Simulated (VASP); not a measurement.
Energy against volume of Ca (fcc). Calculation: TPSS meta-GGA, VASP's PBE PAW potentials (set 64) (plane waves; VASP 6.6.1). Numerical set-up: 520 eV cut-off, 11×11×11 Γ-centred mesh, first-order Methfessel-Paxton smearing of 0.10 eV, potentials Ca_sv.

```tsv
V (Å³/atom)	E (eV/atom)
39.791	-8.56553
41.061	-8.57307
42.331	-8.57578
43.601	-8.57423
```

Q: Fit these four points and predict the energy of the run at 44.871 Å³/atom.

A: A cubic in V^(−2/3), the third-order Birch-Murnaghan form, passes through the four points with V0 = 42.48 Å³/atom and B0 = 18 GPa, and gives -8.5689 eV/atom there. The run gave -8.5691 eV/atom, -0.1 meV/atom from the fit; all five points give B0 = 17 GPa.

The compound is Ca in the fcc structure. It was relaxed first.
